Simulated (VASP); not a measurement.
Computed with PBE GGA, VASP's PBE PAW potentials (set 64) (plane waves; VASP 6.6.1).

The input files of a VASP run:

**KPOINTS**
```
Automatic mesh
0
gamma
  12 12 7
```

POSCAR:
```
Zr
3.2447970
  0.5091483381  -0.8606788036   0.0000000000
  0.5091483381   0.8606788036   0.0000000000
  0.0000000000   0.0000000000   1.5487144496
Zr
2
Direct
  0.3333330000   0.6666670000   0.2500000000
  0.6756180000   0.3422840000   0.7500000000
```

**INCAR**
```
SYSTEM  =  Zr
PREC  =  Accurate; ENCUT  =  400; LREAL  =  .FALSE.
LASPH  =  .TRUE.
EDIFF  =  1E-6; NELM  =  100; ALGO  =  Damped
LMAXMIX  =  4
ISMEAR  =  1; SIGMA  =  0.1
GGA  =  PE
ISIF  =  2
LWAVE  =  .FALSE.; LCHARG  =  .FALSE.
```

POTCAR, in this order: Zr_sv (PBE.64 set). Program: vasp_std.

Output of the run:

**OUTCAR**
```
 ion  position               nearest neighbor table
   1  0.333  0.667  0.250-   2 3.13   2 3.13   2 3.13   2 3.13   2 3.16   2 3.16
   2  0.676  0.342  0.750-   1 3.13   1 3.13   1 3.13   1 3.13   1 3.16   1 3.16
  LATTYP: Found a base centered orthorhombic cell.
 ALAT       =     3.3041660000
 B/A-ratio  =     1.6904283865
 C/A-ratio  =     1.5208872678
 Subroutine PRICEL returns:
 Original cell was already a primitive cell.
 Subroutine GETGRP returns: Found  4 space group operations
The static configuration has the point symmetry C_1 .
 The point group associated with its full space group is C_2h.
The dynamic configuration has the point symmetry C_1 .
 Subroutine INISYM returns: Found  4 space group operations
 Subroutine IBZKPT returns following result:
 Found    296 irreducible k-points:

 Following reciprocal coordinates:
            Coordinates               Weight
  0.000000  0.000000  0.000000      1.000000
  0.083333  0.000000  0.000000      2.000000
  0.000000  0.083333  0.000000      2.000000
  0.166667  0.000000  0.000000      2.000000
  0.000000  0.166667  0.000000      2.000000
  0.250000  0.000000  0.000000      2.000000
  0.000000  0.250000  0.000000      2.000000
  0.333333  0.000000  0.000000      2.000000
  0.000000  0.333333  0.000000      2.000000
  0.416667  0.000000  0.000000      2.000000
  0.000000  0.416667  0.000000      2.000000
  0.500000  0.000000  0.000000      1.000000
  0.000000  0.500000  0.000000      1.000000
  0.083333  0.083333  0.000000      2.000000
  0.166667  0.083333  0.000000      2.000000
  0.083333  0.166667  0.000000      2.000000
  0.250000  0.083333  0.000000      2.000000
  0.083333  0.250000  0.000000      2.000000
  0.333333  0.083333  0.000000      2.000000
  0.083333  0.333333  0.000000      2.000000
  0.416667  0.083333  0.000000      2.000000
...
```

**OSZICAR**
```
...
DMP:  12    -0.168447251801E+02   -0.50012E-01   -0.39343E-01  4736   0.569E-01   0.109E+00
DMP:  13    -0.168816557255E+02   -0.36931E-01   -0.28671E-01  4736   0.393E-01   0.848E-01
DMP:  14    -0.169082334694E+02   -0.26578E-01   -0.20102E-01  4736   0.272E-01   0.604E-01
DMP:  15    -0.169271779424E+02   -0.18944E-01   -0.14740E-01  4736   0.200E-01   0.442E-01
DMP:  16    -0.169413762481E+02   -0.14198E-01   -0.11261E-01  4736   0.152E-01   0.339E-01
DMP:  17    -0.169521899865E+02   -0.10814E-01   -0.85437E-02  4736   0.116E-01   0.256E-01
DMP:  18    -0.169603401070E+02   -0.81501E-02   -0.64846E-02  4736   0.886E-02   0.193E-01
DMP:  19    -0.169665611756E+02   -0.62211E-02   -0.50295E-02  4736   0.691E-02   0.148E-01
DMP:  20    -0.169714201177E+02   -0.48589E-02   -0.39894E-02  4736   0.551E-02   0.117E-01
DMP:  21    -0.169752923795E+02   -0.38723E-02   -0.32177E-02  4736   0.447E-02   0.935E-02
DMP:  22    -0.169784258055E+02   -0.31334E-02   -0.26302E-02  4736   0.367E-02   0.760E-02
DMP:  23    -0.169809939559E+02   -0.25682E-02   -0.21774E-02  4736   0.306E-02   0.625E-02
DMP:  24    -0.169831248937E+02   -0.21309E-02   -0.18275E-02  4736   0.258E-02   0.520E-02
DMP:  25    -0.169849170941E+02   -0.17922E-02   -0.15804E-02  4736   0.228E-02   0.438E-02
DMP:  26    -0.169864705006E+02   -0.15534E-02   -0.14164E-02  4736   0.209E-02   0.381E-02
DMP:  27    -0.169878654962E+02   -0.13950E-02   -0.13063E-02  4736   0.196E-02   0.343E-02
DMP:  28    -0.169891539706E+02   -0.12885E-02   -0.12297E-02  4736   0.186E-02   0.317E-02
DMP:  29    -0.169903680806E+02   -0.12141E-02   -0.11715E-02  4736   0.179E-02   0.299E-02
DMP:  30    -0.169915254570E+02   -0.11574E-02   -0.11210E-02  4736   0.171E-02   0.285E-02
DMP:  31    -0.169926334155E+02   -0.11080E-02   -0.10740E-02  4736   0.164E-02   0.273E-02
DMP:  32    -0.169936952119E+02   -0.10618E-02   -0.10281E-02  4736   0.157E-02   0.262E-02
DMP:  33    -0.169947120136E+02   -0.10168E-02   -0.98349E-03  4736   0.150E-02   0.251E-02
DMP:  34    -0.169956849153E+02   -0.97290E-03   -0.94191E-03  4736   0.144E-02   0.240E-02
DMP:  35    -0.169966168257E+02   -0.93191E-03   -0.90252E-03  4736   0.138E-02   0.230E-02
DMP:  36    -0.169975098312E+02   -0.89301E-03   -0.86475E-03  4736   0.132E-02   0.221E-02
DMP:  37    -0.169983654551E+02   -0.85562E-03   -0.82843E-03  4736   0.126E-02   0.211E-02
DMP:  38    -0.169991850939E+02   -0.81964E-03   -0.79328E-03  4736   0.121E-02   0.202E-02
DMP:  39    -0.169999698719E+02   -0.78478E-03   -0.75923E-03  4736   0.116E-02   0.194E-02
DMP:  40    -0.170007208653E+02   -0.75099E-03   -0.72648E-03  4736   0.111E-02   0.185E-02
DMP:  41    -0.170014393468E+02   -0.71848E-03   -0.69500E-03  4736   0.106E-02   0.177E-02
DMP:  42    -0.170021265625E+02   -0.68722E-03   -0.66445E-03  4736   0.101E-02   0.170E-02
DMP:  43    -0.170027834440E+02   -0.65688E-03   -0.63485E-03  4736   0.968E-03   0.162E-02
DMP:  44    -0.170034109423E+02   -0.62750E-03   -0.60597E-03  4736   0.924E-03   0.155E-02
DMP:  45    -0.170040097938E+02   -0.59885E-03   -0.57803E-03  4736   0.881E-03   0.148E-02
DMP:  46    -0.170045809462E+02   -0.57115E-03   -0.55092E-03  4736   0.839E-03   0.141E-02
DMP:  47    -0.170051252478E+02   -0.54430E-03   -0.52451E-03  4736   0.799E-03   0.134E-02
DMP:  48    -0.170056434134E+02   -0.51817E-03   -0.49900E-03  4736   0.760E-03   0.128E-02
DMP:  49    -0.170061363670E+02   -0.49295E-03   -0.47426E-03  4736   0.722E-03   0.121E-02
DMP:  50    -0.170066048732E+02   -0.46851E-03   -0.45071E-03  4736   0.686E-03   0.115E-02
DMP:  51    -0.170070501292E+02   -0.44526E-03   -0.42825E-03  4736   0.651E-03   0.110E-02
DMP:  52    -0.170074732196E+02   -0.42309E-03   -0.40685E-03  4736   0.619E-03   0.104E-02
DMP:  53    -0.170078751990E+02   -0.40198E-03   -0.38649E-03  4736   0.588E-03   0.991E-03
DMP:  54    -0.170082571173E+02   -0.38192E-03   -0.36734E-03  4736   0.559E-03   0.941E-03
DMP:  55    -0.170086201788E+02   -0.36306E-03   -0.34972E-03  4736   0.532E-03   0.895E-03
DMP:  56    -0.170089658979E+02   -0.34572E-03   -0.33311E-03  4736   0.507E-03   0.852E-03
DMP:  57    -0.170092952774E+02   -0.32938E-03   -0.31758E-03  4736   0.484E-03   0.812E-03
DMP:  58    -0.170096093760E+02   -0.31410E-03   -0.30360E-03  4736   0.463E-03   0.775E-03
DMP:  59    -0.170099097068E+02   -0.30033E-03   -0.29034E-03  4736   0.443E-03   0.741E-03
DMP:  60    -0.170101969897E+02   -0.28728E-03   -0.27795E-03  4736   0.424E-03   0.709E-03
DMP:  61    -0.170104720460E+02   -0.27506E-03   -0.26615E-03  4736   0.406E-03   0.679E-03
DMP:  62    -0.170107354327E+02   -0.26339E-03   -0.25479E-03  4736   0.389E-03   0.650E-03
DMP:  63    -0.170109875659E+02   -0.25213E-03   -0.24389E-03  4736   0.372E-03   0.622E-03
DMP:  64    -0.170112288967E+02   -0.24133E-03   -0.23371E-03  4736   0.357E-03   0.595E-03
DMP:  65    -0.170114601361E+02   -0.23124E-03   -0.22393E-03  4736   0.342E-03   0.571E-03
DMP:  66    -0.170116816833E+02   -0.22155E-03   -0.21450E-03  4736   0.327E-03   0.547E-03
DMP:  67    -0.170118938705E+02   -0.21219E-03   -0.20541E-03  4736   0.314E-03   0.523E-03
DMP:  68    -0.170120970428E+02   -0.20317E-03   -0.19661E-03  4736   0.300E-03   0.501E-03
DMP:  69    -0.170122914832E+02   -0.19444E-03   -0.18817E-03  4736   0.287E-03   0.479E-03
DMP:  70    -0.170124775522E+02   -0.18607E-03   -0.18008E-03  4736   0.275E-03   0.459E-03
DMP:  71    -0.170126555931E+02   -0.17804E-03   -0.17227E-03  4736   0.263E-03   0.439E-03
DMP:  72    -0.170128258802E+02   -0.17029E-03   -0.16469E-03  4736   0.251E-03   0.420E-03
DMP:  73    -0.170129886401E+02   -0.16276E-03   -0.15734E-03  4736   0.240E-03   0.401E-03
DMP:  74    -0.170131440996E+02   -0.15546E-03   -0.15013E-03  4736   0.229E-03   0.383E-03
DMP:  75    -0.170132924017E+02   -0.14830E-03   -0.14309E-03  4736   0.218E-03   0.365E-03
DMP:  76    -0.170134337196E+02   -0.14132E-03   -0.13627E-03  4736   0.208E-03   0.348E-03
DMP:  77    -0.170135682842E+02   -0.13456E-03   -0.12968E-03  4736   0.198E-03   0.331E-03
DMP:  78    -0.170136963221E+02   -0.12804E-03   -0.12338E-03  4736   0.188E-03   0.315E-03
DMP:  79    -0.170138181274E+02   -0.12181E-03   -0.11732E-03  4736   0.179E-03   0.300E-03
DMP:  80    -0.170139339377E+02   -0.11581E-03   -0.11148E-03  4736   0.170E-03   0.285E-03
DMP:  81    -0.170140439807E+02   -0.11004E-03   -0.10590E-03  4736   0.161E-03   0.271E-03
DMP:  82    -0.170141485231E+02   -0.10454E-03   -0.10057E-03  4736   0.153E-03   0.257E-03
DMP:  83    -0.170142478106E+02   -0.99287E-04   -0.95468E-04  4736   0.145E-03   0.244E-03
DMP:  84    -0.170143420759E+02   -0.94265E-04   -0.90647E-04  4736   0.138E-03   0.232E-03
DMP:  85    -0.170144315984E+02   -0.89522E-04   -0.86079E-04  4736   0.131E-03   0.220E-03
DMP:  86    -0.170145166315E+02   -0.85033E-04   -0.81776E-04  4736   0.125E-03   0.209E-03
DMP:  87    -0.170145974363E+02   -0.80805E-04   -0.77717E-04  4736   0.118E-03   0.199E-03
DMP:  88    -0.170146742514E+02   -0.76815E-04   -0.73911E-04  4736   0.113E-03   0.189E-03
DMP:  89    -0.170147473276E+02   -0.73076E-04   -0.70350E-04  4736   0.107E-03   0.180E-03
DMP:  90    -0.170148169032E+02   -0.69576E-04   -0.66959E-04  4736   0.102E-03   0.171E-03
DMP:  91    -0.170148831426E+02   -0.66239E-04   -0.63771E-04  4736   0.971E-04   0.163E-03
DMP:  92    -0.170149462423E+02   -0.63100E-04   -0.60752E-04  4736   0.925E-04   0.155E-03
DMP:  93    -0.170150063589E+02   -0.60117E-04   -0.57874E-04  4736   0.881E-04   0.148E-03
DMP:  94    -0.170150636291E+02   -0.57270E-04   -0.55121E-04  4736   0.839E-04   0.141E-03
DMP:  95    -0.170151181756E+02   -0.54546E-04   -0.52472E-04  4736   0.799E-04   0.134E-03
DMP:  96    -0.170151701008E+02   -0.51925E-04   -0.49926E-04  4736   0.760E-04   0.128E-03
DMP:  97    -0.170152195090E+02   -0.49408E-04   -0.47512E-04  4736   0.723E-04   0.122E-03
DMP:  98    -0.170152665314E+02   -0.47022E-04   -0.45215E-04  4736   0.688E-04   0.116E-03
DMP:  99    -0.170153112828E+02   -0.44751E-04   -0.43009E-04  4736   0.654E-04   0.110E-03
DMP: 100    -0.170153538577E+02   -0.42575E-04   -0.40921E-04  4736   0.623E-04   0.105E-03
   1 F= -.17015354E+02 E0= -.17014961E+02  d E =-.117805E-02
```

OUTCAR:
```
------------------------ aborting loop EDIFF was not reached (unconverged)  ----------------------------
  FORCE on cell =-STRESS in cart. coord.  units (eV):
  Direction    XX          YY          ZZ          XY          YZ          ZX
  --------------------------------------------------------------------------------------
  Total       -0.3917788      0.1825901      0.9007773     -0.0494581      0.0000000      0.0000000
  in kB      -13.5363687      6.3086797     31.1227985     -1.7088287      0.0000000      0.0000000
  external PRESSURE =       7.9650365 kB  Pullay stress =       0.0000000 kB
  volume of cell :       46.37
      direct lattice vectors                 reciprocal lattice vectors
     1.652083000 -2.792728000  0.000000000     0.302648233 -0.179036412  0.000000000
     1.652083000  2.792728000  0.000000000     0.302648233  0.179036412  0.000000000
     0.000000000  0.000000000  5.025264000     0.000000000  0.000000000  0.198994520
 POSITION                                       TOTAL-FORCE (eV/Angst)
 -----------------------------------------------------------------------------------
      1.65208      0.93091      1.25632         0.028434      0.042419     -0.000000
      1.68166     -0.93091      3.76895        -0.028434     -0.042419      0.000000
 -----------------------------------------------------------------------------------
    total drift:                                0.000001      0.000000     -0.000000
  FREE ENERGIE OF THE ION-ELECTRON SYSTEM (eV)
  ---------------------------------------------------
  free  energy   TOTEN  =       -17.0153538577 eV

  energy  without entropy=      -17.0141758093  energy(sigma->0) =      -17.01496117
```
(Selected blocks of OUTCAR.)

File stdout:
```
...
DMP:  82    -0.170141485231E+02   -0.10454E-03   -0.10057E-03  4736   0.153E-03   0.257E-03
DMP:  83    -0.170142478106E+02   -0.99287E-04   -0.95468E-04  4736   0.145E-03   0.244E-03
DMP:  84    -0.170143420759E+02   -0.94265E-04   -0.90647E-04  4736   0.138E-03   0.232E-03
DMP:  85    -0.170144315984E+02   -0.89522E-04   -0.86079E-04  4736   0.131E-03   0.220E-03
DMP:  86    -0.170145166315E+02   -0.85033E-04   -0.81776E-04  4736   0.125E-03   0.209E-03
DMP:  87    -0.170145974363E+02   -0.80805E-04   -0.77717E-04  4736   0.118E-03   0.199E-03
DMP:  88    -0.170146742514E+02   -0.76815E-04   -0.73911E-04  4736   0.113E-03   0.189E-03
DMP:  89    -0.170147473276E+02   -0.73076E-04   -0.70350E-04  4736   0.107E-03   0.180E-03
DMP:  90    -0.170148169032E+02   -0.69576E-04   -0.66959E-04  4736   0.102E-03   0.171E-03
DMP:  91    -0.170148831426E+02   -0.66239E-04   -0.63771E-04  4736   0.971E-04   0.163E-03
DMP:  92    -0.170149462423E+02   -0.63100E-04   -0.60752E-04  4736   0.925E-04   0.155E-03
DMP:  93    -0.170150063589E+02   -0.60117E-04   -0.57874E-04  4736   0.881E-04   0.148E-03
DMP:  94    -0.170150636291E+02   -0.57270E-04   -0.55121E-04  4736   0.839E-04   0.141E-03
DMP:  95    -0.170151181756E+02   -0.54546E-04   -0.52472E-04  4736   0.799E-04   0.134E-03
DMP:  96    -0.170151701008E+02   -0.51925E-04   -0.49926E-04  4736   0.760E-04   0.128E-03
DMP:  97    -0.170152195090E+02   -0.49408E-04   -0.47512E-04  4736   0.723E-04   0.122E-03
DMP:  98    -0.170152665314E+02   -0.47022E-04   -0.45215E-04  4736   0.688E-04   0.116E-03
DMP:  99    -0.170153112828E+02   -0.44751E-04   -0.43009E-04  4736   0.654E-04   0.110E-03
DMP: 100    -0.170153538577E+02   -0.42575E-04   -0.40921E-04  4736   0.623E-04   0.105E-03
 final diagonalization occupied

 -----------------------------------------------------------------------------
|                                                                             |
|           W    W    AA    RRRRR   N    N  II  N    N   GGGG   !!!           |
|           W    W   A  A   R    R  NN   N  II  NN   N  G    G  !!!           |
|           W    W  A    A  R    R  N N  N  II  N N  N  G       !!!           |
|           W WW W  AAAAAA  RRRRR   N  N N  II  N  N N  G  GGG   !            |
|           WW  WW  A    A  R   R   N   NN  II  N   NN  G    G                |
|           W    W  A    A  R    R  N    N  II  N    N   GGGG   !!!           |
|                                                                             |
|     The electronic self-consistency was not achieved in the given           |
|     number of steps (NELM). The forces and other quantities evaluated       |
|     might not be reliable so examine the results carefully. If you find     |
|     spurious results, we suggest increasing NELM, if you were close to      |
|     convergence or switching to a different ALGO or adjusting the           |
|     density mixing parameters otherwise.                                    |
|                                                                             |
 -----------------------------------------------------------------------------

   1 F= -.17015354E+02 E0= -.17014961E+02  d E =-.117805E-02
```

The run did not converge; its last values are not results.

The compound is Zr in the hcp structure. The cell was not relaxed at this level, atoms are displaced from their ideal sites. The run is one of a series of settings (ALGO = Damped against the base run), some of them coarse on purpose.
